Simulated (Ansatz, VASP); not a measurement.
# La2O3 in two plane-wave programs, part 2 of 2

Aim: how closely do two programs agree when they are given the same cell, functional and k mesh? The structure shown is the start of the Ansatz relaxation below; VASP solves that cell, so the two are compared at the walk's first step.

VASP 6.6.1 and Ansatz 0.2.0.

So far. Step 3 (VASP: single point, PBE, start cell, pair 1): The run ends at a pressure of 7.75 GPa, with forces up to 0.15 eV/Å.

**6. VASP: single point, PBE, start cell, pair 2**

Level of this step: PBE; plane waves and PAW (O, La) (VASP).

The same cell, functional and mesh now go to VASP, with its own data sets.

INCAR reads:

```
SYSTEM = La2O3
PREC = Accurate
ENCUT = 520
EDIFF = 1E-06
NELM = 200
ISMEAR = 0
SIGMA = 0.01
LREAL = .FALSE.
ALGO = Normal
GGA = PE
NBANDS = 26
LASPH = .TRUE.
LORBIT = 11
LWAVE = .FALSE.
LCHARG = .FALSE.
ISIF = 2
GGA_COMPAT = .FALSE.
EFERMI = MIDGAP
LMAXMIX = 6
KPAR = 2
```

POSCAR reads:

```
La2O3
1.0
    3.8984170000      0.0000000000      0.0000000000
   -1.9492080000      3.3761280000      0.0000000000
    0.0000000000      0.0000000000      6.0695430000
O La
3 2
Direct
    0.6666664957      0.3333333333      0.3539334016
    0.3333332478      0.6666666667      0.6460665984
    0.0000000000      0.0000000000      0.0000000000
    0.6666664957      0.3333333333      0.7540804967
    0.3333332478      0.6666666667      0.2459195033
```

KPOINTS reads:

```
Automatic mesh
0
Gamma
9 9 4
0 0 0
```

The projector-augmented-wave data sets are O and La (PBE family, release 64).

Command:

```console
> mpirun -np 2 vasp_std
```

Numbers of over 12 decimals in the logs are rounded to 6 here.

The program printed:

```text
[... set-up lines as in an earlier step ...]
 entering main loop
       N       E                     dE             d eps       ncg     rms          rms(c)
DAV:   1     0.483384450166E+03    0.48338E+03   -0.15533E+04  2268   0.238E+03
DAV:   2     0.937661897118E+02   -0.38962E+03   -0.37849E+03  3116   0.382E+02
DAV:   3    -0.302009301465E+02   -0.12397E+03   -0.12150E+03  3840   0.206E+02
DAV:   4    -0.463518694014E+02   -0.16151E+02   -0.16127E+02  3780   0.826E+01
[...]
DAV:  14    -0.417774822370E+02   -0.41333E-05   -0.11993E-04  3720   0.863E-02    0.938E-03
DAV:  15    -0.417774815569E+02    0.68009E-06   -0.22437E-05  3792   0.362E-02    0.244E-03
DAV:  16    -0.417774814574E+02    0.99538E-07   -0.23558E-06  2512   0.136E-02
   1 F= -.41777481E+02 E0= -.41777481E+02  d E =0.000000E+00
```

OUTCAR, selected parts (step 6):

```text
  Total        2.5766247      2.5766245      2.2511537      0.0000004      0.0000000      0.0000000
  in kB       51.6771510     51.6771463     45.1494575      0.0000077      0.0000000      0.0000000
  external PRESSURE =      49.5012516 kB  Pullay stress =       0.0000000 kB

 POSITION                                       TOTAL-FORCE (eV/Angst)
 -----------------------------------------------------------------------------------
      1.94921      1.12538      2.14821         0.000000     -0.000000      0.021476
     -0.00000      2.25075      3.92133        -0.000000      0.000000     -0.021476
      0.00000      0.00000      0.00000         0.000000     -0.000000      0.000000
      1.94921      1.12538      4.57692         0.000000     -0.000000      0.143750
     -0.00000      2.25075      1.49262         0.000000     -0.000000     -0.143750
 -----------------------------------------------------------------------------------
    total drift:                                0.002347     -0.000000     -0.000000

  FREE ENERGIE OF THE ION-ELECTRON SYSTEM (eV)
  ---------------------------------------------------
  free  energy   TOTEN  =       -41.7774814574 eV

  energy  without entropy=      -41.7774814574  energy(sigma->0) =      -41.77748146

[... 1 part as in an earlier step ...]

[... 2 further parts left out ...]
[key lines of the parts left out:]
E-fermi :   8.1502
```

The run ends at a pressure of 4.95 GPa, with forces up to 0.14 eV/Å.

**7. Comparison**

Forces (eV/Å; atoms numbered as in POSCAR):

```tsv
atom	Ansatz x, y, z	VASP x, y, z
O1	0.000, 0.000, 0.026	0.000, 0.000, 0.021
O2	0.000, 0.000, -0.026	0.000, 0.000, -0.021
O3	0.000, 0.000, 0.000	0.000, 0.000, 0.000
La4	0.000, 0.000, 0.158	0.000, 0.000, 0.144
La5	0.000, 0.000, -0.158	0.000, 0.000, -0.144
```

The forces differ by 5.5 meV/Å r.m.s., which is 10.4 % of the r.m.s. force of 0.053 eV/Å (both taken over all components).

**8. Ansatz: relaxation, PBE**

The two programs are compared at the cell with which this relaxation starts, whose forces are those of its first step. The cell compared in this pair holds 84.88 Å³, against 79.88 Å³ for the pair before.

The structure compared here is the start of the Ansatz relaxation; VASP solves that cell, so the two are compared at the walk's first step.

input.yaml reads:

```yaml
crystal:
  lattice:
    - [3.9666698744, 0.0, 0.0]
    - [-1.9833349372, 3.4352368797, 0.0]
    - [0.0, 0.0, 6.228871328]
  atoms:
    - { symbol: O, position: [0.6666666667, 0.3333333333, 0.3546891775] }
    - { symbol: O, position: [0.3333333333, 0.6666666667, 0.6453108225] }
    - { symbol: O, position: [0.0, 0.0, 0.0] }
    - { symbol: La, position: [0.6666666667, 0.3333333333, 0.7526282288] }
    - { symbol: La, position: [0.3333333333, 0.6666666667, 0.2473717712] }
kpoints:
  mp_grid: { grid: [9, 9, 4] }
hamiltonian:
  xc: pbe
  pseudopotentials: { kind: paw, azcp: { folder: soft_1 } }
scf:
  occupations: { method: fixed }
output:
  forces: true
  stress: true
  eigenvalues: true
relax:
  adjacent_minimum: "off"
  f_tol: 0.001
  max_steps: 60
  cell: { stress_tol: 0.01, fix: [volume] }
```

Command:

```console
> ansatz run input.yaml --threads 4 --pin off --max-ram 16384MiB --backend cpu --events-out ev --progress --plain --runs-dir out
```

The program printed:

```text
[...]
Crystal: 5 atoms, lattice volume = 84.877 Å³
Basis set: ecut = 420 eV, 1701 PW (Γ), exchange–correlation on 54×54×90 points (8 copies of the dense FFT grid, shifted against one another)
Bands: 25, of which v1, the nominal top of the filled ones, is band 20 counted from 1 (19 counted from 0)
Symmetry: 12 space group operations
[...]
k-points: 43 of 324
[...]
cell:  # Å, volume = 84.8774 Å³
    - [3.956155, 0.0, 0]
    - [-1.978077, 3.426131, 0]
    - [0, 0, 6.262027]
  atoms:
    - { symbol: O, position: [0.666667, 0.333333, 0.355334] }
    - { symbol: O, position: [0.333333, 0.666667, 0.644666] }
    - { symbol: O, position: [0, 0, 0] }
    - { symbol: La, position: [0.666667, 0.333333, 0.751249] }
    - { symbol: La, position: [0.333333, 0.666667, 0.248751] }
[key lines of the parts left out:]
SCF converged after 6 iterations
Free energy (F): -14212.486361 eV
Fermi energy:    9.126811 eV
P = ⅓ Tr σ = -2.0698 GPa (-20.698 kbar)
```

**9. VASP: single point, PBE, start cell, pair 3**

The same cell, functional and mesh now go to VASP, with its own data sets.

INCAR is that of step 6.

POSCAR reads:

```
La2O3
1.0
    3.9666700000      0.0000000000      0.0000000000
   -1.9833350000      3.4352370000      0.0000000000
    0.0000000000      0.0000000000      6.2288710000
O La
3 2
Direct
    0.6666666667      0.3333333333      0.3546891563
    0.3333333333      0.6666666667      0.6453108437
    0.0000000000      0.0000000000      0.0000000000
    0.6666666667      0.3333333333      0.7526282050
    0.3333333333      0.6666666667      0.2473717950
```

KPOINTS is that of step 6.

Command:

```console
> mpirun -np 2 vasp_std
```

The program printed:

```text
[... set-up lines as in an earlier step ...]
 entering main loop
       N       E                     dE             d eps       ncg     rms          rms(c)
DAV:   1     0.475104308369E+03    0.47510E+03   -0.15696E+04  2292   0.233E+03
DAV:   2     0.857033426005E+02   -0.38940E+03   -0.37943E+03  3172   0.376E+02
DAV:   3    -0.303003981717E+02   -0.11600E+03   -0.11397E+03  3840   0.201E+02
DAV:   4    -0.464968710850E+02   -0.16196E+02   -0.16172E+02  3780   0.797E+01
[...]
DAV:  14    -0.418106464921E+02   -0.11450E-04   -0.13837E-04  3544   0.934E-02    0.114E-02
DAV:  15    -0.418106454830E+02    0.10091E-05   -0.32406E-05  3936   0.431E-02    0.370E-03
DAV:  16    -0.418106457524E+02   -0.26939E-06   -0.38995E-06  2808   0.144E-02
   1 F= -.41810646E+02 E0= -.41810646E+02  d E =0.000000E+00
```

Parts of OUTCAR (step 9):

```text
  Total       -1.5664745     -1.5664745     -1.2085495      0.0000000      0.0000000      0.0000000
  in kB      -29.5693518    -29.5693520    -22.8130267      0.0000000      0.0000000      0.0000000
  external PRESSURE =     -27.3172435 kB  Pullay stress =       0.0000000 kB

 POSITION                                       TOTAL-FORCE (eV/Angst)
 -----------------------------------------------------------------------------------
      1.98334      1.14508      2.20931         0.000000      0.000000     -0.028805
     -0.00000      2.29016      4.01956         0.000000     -0.000000      0.028805
      0.00000      0.00000      0.00000         0.000000      0.000000     -0.000000
      1.98334      1.14508      4.68802         0.000000     -0.000000     -0.152753
     -0.00000      2.29016      1.54085        -0.000000      0.000000      0.152753
 -----------------------------------------------------------------------------------
    total drift:                                0.000000      0.000000      0.000000

  FREE ENERGIE OF THE ION-ELECTRON SYSTEM (eV)
  ---------------------------------------------------
  free  energy   TOTEN  =       -41.8106457524 eV

  energy  without entropy=      -41.8106457524  energy(sigma->0) =      -41.81064575

[... 1 part as in an earlier step ...]

[... 2 further parts left out ...]
[key lines of the parts left out:]
E-fermi :   7.5238
```

The run ends at a pressure of -2.73 GPa, with forces up to 0.15 eV/Å.

**10. Comparison**

Forces (eV/Å; atoms numbered as in POSCAR):

```tsv
atom	Ansatz x, y, z	VASP x, y, z
O1	0.000, 0.000, -0.025	0.000, 0.000, -0.029
O2	0.000, 0.000, 0.025	0.000, 0.000, 0.029
O3	0.000, 0.000, 0.000	0.000, 0.000, 0.000
La4	0.000, 0.000, -0.141	0.000, 0.000, -0.153
La5	0.000, 0.000, 0.141	0.000, 0.000, 0.153
```

The forces differ by 4.7 meV/Å r.m.s., which is 8.3 % of the r.m.s. force of 0.057 eV/Å (both taken over all components).

**11. Results**

```yaml
r_m_s_force_difference_single_point_pbe_start_cell_pair_1: 6.1 meV/Å
r_m_s_force_difference_single_point_pbe_start_cell_pair_2: 5.5 meV/Å
r_m_s_force_difference_single_point_pbe_start_cell_pair_3: 4.7 meV/Å
```

In words: The r.m.s. force difference is 6.1 meV/Å (single point, PBE, start cell, pair 1), within the 12 meV/Å picked in this series as the mark of a large difference. 12 further runs of this series are not shown here. How closely two codes agree says nothing of how well the functional describes the real material.

[Lines on the potential files, build, host, timing and source positions are cut from VASP's logs without a mark.]

[Logs are printed without paths, hosts, clocks, repeated set-up lines and the standing remarks that a program may print on its own settings, such as how far it seeks lower states.]

[Hosts, paths, dates, database ids (printed as entryN), source tags and the programs' standing remarks are cut or masked in the printed files.]
